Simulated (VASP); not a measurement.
Given:

```
Rb
1.0
   -2.85674     2.85674     2.85674
    2.85674    -2.85674     2.85674
    2.85674     2.85674    -2.85674
Rb
1
Direct
  0.00000   0.00000   0.00000
```

Calculation: revTPSS meta-GGA, VASP's PBE PAW potentials (set 64) (plane waves; VASP). Settings: 520 eV cut-off, 10×10×10 Γ-centred mesh, tetrahedra with Blöchl corrections, potentials Rb_sv.

### Question
Give the energies of bands 5 to 7 at the high-symmetry points, in eV from the Fermi level.

### Answer

```json
[
 {"band": "5", "Γ": "-1.94", "H": "1.22", "N": "0.25", "P": "1.22"},
 {"band": "6", "Γ": "3.73", "H": "1.22", "N": "0.66", "P": "1.22"},
 {"band": "7", "Γ": "3.73", "H": "3.12", "N": "2.59", "P": "1.22"}
]
```

It has no gap at this level: it comes out as a metal or semimetal.

The compound is Rb in the bcc structure. It was relaxed first.
